Two elementary charges 17 Å apart still interact with nearly 1 eV. A hybrid functional that mixes in a fifth of exact exchange, on a mesh that places periodic copies at that distance, can therefore carry errors of one or two tenths of an eV. The error scales as the exchange fraction divided by the distance between copies, so doubling the number of mesh divisions only halves it. In a semiconductor with a gap near 1 eV, an error of this size can change the apparent character of the gap, from direct to indirect. One row of the table for gallium antimonide appears to have suffered just that.

Band gaps of zinc-blende GaSb from hybrid-functional DFT in VASP 6.6.1, with the recommended PAW PBE potentials, a 520 eV plane-wave cutoff and a 4×4×4 k mesh, all in the same fixed cell and without spin–orbit coupling. The Coulomb interaction in the exact exchange is truncated in every row except B3LYP, where it keeps its full range.

```csv
functional,gap on path (eV),direct gap on path (eV)
B3LYP,0.954,1.090
SCAN0,1.549,1.549
TPSSh,0.759,0.759
r2SCAN50,3.365,3.393
r2SCANh,0.955,0.955
```

The gap on path is the distance from the highest filled level to the lowest empty level anywhere along the plotted line of wave vectors. The direct gap on path is the smallest such distance at a single wave vector. Where the two agree, the material is a direct semiconductor, which absorbs and emits light efficiently at its band edge. Where the first is smaller, the gap is indirect, and a transition across it needs help from a lattice vibration.

By this reading three functionals, SCAN0, TPSSh and r2SCANh, make the crystal direct, while B3LYP and r2SCAN50 make it indirect. The B3LYP case looks the stronger of the two, with 0.954 eV on the path against a direct gap of 1.090 eV. For r2SCAN50 the two gaps differ by only 0.028 eV. Yet it is the larger difference that turns out to be suspect.

The test is a second value of the gap from the same calculations. Before the bands are drawn, the electrons are made self-consistent on a regular mesh of wave vectors, and this mesh has a gap of its own. For the four functionals other than B3LYP, the mesh gap and the gap on path agree to better than 0.001 eV. That includes r2SCAN50, whose indirect gap is found on the mesh as well as on the path. Since Γ, X and L belong to both mesh and path, agreement means that no point between the mesh points has overtaken the band edges found on the mesh.

For B3LYP the mesh gives 1.090 eV, the same as the direct gap on path, and finds it at Γ, the centre of the Brillouin zone. The path then reports a gap smaller by 0.136 eV, or 12% of the mesh value. The levels themselves show which edge has moved. The lowest empty level is at 5.612 eV on both mesh and path, while the highest filled level rises from 4.522 eV on the mesh to 4.658 eV on the path. This higher valence level must lie at a wave vector between the mesh points, since it appeared only when the bands were evaluated where the self-consistent calculation had not sampled them.

A band edge between mesh points can be genuine. In silicon, the conduction band has its minimum part of the way from Γ to the zone boundary, and a coarse mesh can step over it. A mismatch between path and mesh is therefore a warning that calls for a cause, and here the settings suggest one. B3LYP is the only row in which the Coulomb interaction inside the exact exchange was left at its full range; in the other rows it was cut off at a finite distance.

To see why this matters between mesh points, consider how exact exchange is computed in a crystal. The exchange energy of an electron with wave vector k is a sum over the filled states at all mesh points q. Each contributes with a weight that contains 1/|k − q|², so the nearest mesh points count most. The sum stands in for an integral over all wave vectors, and it is a good substitute only if the sharp peak of the weight is treated properly.

When k is itself a mesh point, one term would be infinite. The program replaces it by a finite correction that represents the small region around that point, and the result is reasonable. When k lies about halfway between mesh points, no term is infinite and no such correction enters. The peak of the integrand now falls in a gap of the mesh, where nothing samples it, and the sum comes out too small.

Lamps hung on a regular grid in a large hall behave in a similar way. The light from each lamp falls off as the inverse square of the distance, as the exchange weight does, and a point midway between lamps is darker than it would be if the same light came from an evenly glowing grid. The comparison holds for the position of the dark spots and for the cure of hanging more lamps. It leaves out the overlap of the electron states, which makes some lamps count less than others, and the special correction at the lamps themselves.

Exchange lowers the energy of filled states, so a filled state that receives too little of it lies too high. Empty states are less affected, because their overlap with the filled states vanishes as k approaches q and this takes the edge off the peak, although in a crystal with a narrow gap the overlap grows quickly away from that point. The likely result is a valence band that is reasonable at the mesh points, dips sharply right beside them, where one term of the sum is far too large, and bulges upwards about halfway between them. If a bulge near Γ rises above the true valence top, the search along the path takes it for the band edge.

The same picture explains why the direct gap of B3LYP looks healthy. The conduction band of gallium antimonide climbs steeply away from Γ, so at the wave vector of a bulge the empty level is already far up. The smallest vertical distance remains the one at Γ, which is a mesh point. In this picture the gap on path combines a false valence top at one wave vector with the conduction minimum at Γ, and the result has the look of an ordinary indirect gap. The band edges fit it: the whole mismatch comes from the raised valence top, and the unchanged conduction edge rules out a displaced conduction minimum as the cause. What remains inferred is that the way exchange is summed produced the rise. A plot of the bands near Γ would show whether the valence band has the expected dip and bulge.

The size of the error can be estimated by looking at the same sum in real space. A mesh with four divisions along each direction describes a crystal that repeats after four primitive cells, and each electron then also exchanges with its periodic copies. The primitive edge is 4.326 Å, so the nearest copies are 4 × 4.326 Å = 17.3 Å away. Between mesh points the contributions of these copies enter with the wrong signs, and each is of the order of the Coulomb energy at that distance.

With e² = 14.4 eV Å, that energy is 14.4/17.3 ≈ 0.83 eV. B3LYP contains 20% exact exchange, which leaves 0.20 × 0.83 eV ≈ 0.17 eV. The observed mismatch of 0.136 eV is of the same order, and no constant was adjusted to obtain the estimate. Closer agreement should not be read into it, since the summation over many copies contributes a factor of its own and the natural fall of the valence band away from Γ is expected to offset a good part of the bulge. For the same reason the visible mismatch need not halve on a mesh twice as fine: the bulge shrinks, but it moves closer to Γ, where the band has fallen less.

Cutting off the Coulomb interaction removes this problem, though not every error of a coarse mesh. If the interaction ends before it reaches the nearest copies, as the automatic cutoff is designed to, they no longer contribute, whatever their signs. In the language of wave vectors, the infinite peak becomes a smooth hill of finite height, which a mesh can sample from any position. The bands between mesh points are then treated on the same footing as those on them.

The row r2SCAN50 is the most telling comparison. It contains half exact exchange, so by the same estimate an uncut interaction would expose it to an error of about 0.50 × 0.83 eV ≈ 0.4 eV, the largest in the table. With the cutoff in place, its path and mesh agree. A high share of exact exchange is thus not enough to produce the mismatch.

The case against the B3LYP value is strong but circumstantial. B3LYP differs from the other rows in its semilocal part as well as in the cutoff, so the table does not isolate the cutoff as the cause. A repeat of the B3LYP bands with the interaction cut off would decide the matter: if the explanation is right, the gap on path should return to the direct gap. Until then 1.09 eV is the value to use, with some caution, because the treatment of the Coulomb interaction can also shift levels at the mesh points.

The practical damage is easy to overlook, because the faulty number looks so reasonable. In the gap on path, B3LYP and r2SCANh differ by only 0.001 eV, which invites the conclusion that the two functionals describe this crystal equally well. In the direct gap, B3LYP lies higher by 0.135 eV. The apparent agreement is a coincidence between a value that is consistent with its own mesh and one that is not.

Agreement between path and mesh has its own limit, and r2SCAN50 shows it. Its indirect gap is a consistent result of the calculation, but a preference of 0.028 eV is too slight to trust on a mesh this coarse. In gallium antimonide other valleys of the conduction band lie close above the one at Γ, so a modest difference in how far exchange lifts each valley is enough to change their order. Whether this functional truly makes the crystal indirect would have to be tested on finer meshes.

A consistent gap can also be far from the real one. The direct gap rises from 0.955 eV in r2SCANh to 3.393 eV in r2SCAN50, two functionals of the same family with 10% and 50% exact exchange. The measured gap is roughly 0.8 eV, a recalled figure. In a solid that polarises as easily as this one, the other electrons screen the exchange interaction over long distances to less than a tenth of its bare strength, so a functional that keeps half of it unscreened opens the gap far too wide. A mesh this coarse is expected to widen the hybrid gaps further, by an amount these runs do not test.

Closeness to experiment needs the same care at the other end of the table. TPSSh, at 0.759 eV, seems almost right, but the calculations omit spin–orbit coupling, which splits the valence top of this heavy-element compound and raises its upper part. From a recalled splitting of about 0.75 eV, a third of which goes into the rise, the gaps would shrink by roughly a quarter of an eV. The good value of TPSSh therefore rests on errors that cancel.

For anyone who takes a band gap from a hybrid calculation, the useful habit is to read the gap on path beside the gap on the self-consistent mesh. If they agree, the plotted band edges are consistent with the calculation behind them, though errors farther from the edges may remain, and the choice of functional and the missing physics can be judged next. If the path gives the smaller gap, the first thing to check is how the long-range exchange was treated, and the second is whether a finer mesh finds the same band edge. An indirect gap that survives both checks can be taken as a property of the functional.
